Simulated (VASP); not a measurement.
Calculation: r2SCAN meta-GGA with spin-orbit coupling, VASP's PBE PAW potentials (set 64) (plane waves; VASP).

A VASP calculation is set up with these files.

**INCAR**
```
ENCUT=400   # plane-wave cut-off (eV)
PREC=Accurate
LMAXMIX=4   # l cut-off of mixed one-centre charges
METAGGA=R2SCAN
LSORBIT=T
ALGO=Normal   # blocked Davidson
GGA_COMPAT=F
LREAL=F
EDIFF=1E-6
SIGMA=0.05   # width (eV)
LCHARG=F
LASPH=T   # aspherical one-centre terms
ISMEAR=0
SYSTEM=Rb
NELM=100   # most electronic steps
LWAVE=F
LMIXTAU=T
MAGMOM=3*0
```

File POSCAR:
```
Rb
1
   -2.8737885617     2.8737885617     2.8737885617
    2.8737885617    -2.8737885617     2.8737885617
    2.8737885617     2.8737885617    -2.8737885617
Rb
1
Direct
  0.0000000000   0.0000000000   0.0000000000
```

KPOINTS:
```
Automatic mesh
0
Gamma
8 8 8
0 0 0
```

KPOINTS_OPT:
```
k-points along high-symmetry lines
8
Line-mode
Reciprocal
  0.000000   0.000000   0.000000 ! GAMMA
  0.500000  -0.500000   0.500000 ! H

  0.500000  -0.500000   0.500000 ! H
  0.000000  -0.000000   0.500000 ! N

  0.000000  -0.000000   0.500000 ! N
  0.000000   0.000000   0.000000 ! GAMMA

  0.000000   0.000000   0.000000 ! GAMMA
  0.250000   0.250000   0.250000 ! P

  0.250000   0.250000   0.250000 ! P
  0.500000  -0.500000   0.500000 ! H

  0.250000   0.250000   0.250000 ! P
  0.000000  -0.000000   0.500000 ! N
```

POTCAR, in this order: Rb_sv (PBE.64 set). Program: vasp_ncl.

Question: What does the run give for the energy per atom (σ→0), band gap (over mesh and band path)?

Answer: 
```json
{
  "energy per atom (σ→0)": "-13.937 eV/atom",
  "band gap (over mesh and band path)": "none (metal, semimetal or under 0.01 eV)"
}
```

**OSZICAR**
```
...
DAV:  30    -0.139380257882E+02    0.79105E-04   -0.33299E-05   952   0.516E-02    0.402E-02
DAV:  31    -0.139380059773E+02    0.19811E-04   -0.39330E-05   928   0.535E-02    0.344E-02
DAV:  32    -0.139380040830E+02    0.18943E-05   -0.11417E-05   960   0.333E-02    0.333E-02
DAV:  33    -0.139380235076E+02   -0.19425E-04   -0.16415E-05   944   0.291E-02    0.325E-02
DAV:  34    -0.139380226256E+02    0.88202E-06   -0.11742E-07   832   0.297E-03
   1 F= -.13938023E+02 E0= -.13937098E+02  d E =-.184918E-02  mag=     0.0000    -0.0000     0.0000
       N       E                     dE             ncg
       N       E                     dE             ncg
```

The compound is Rb in the bcc structure. It was relaxed first, which changed the volume by +5 %.
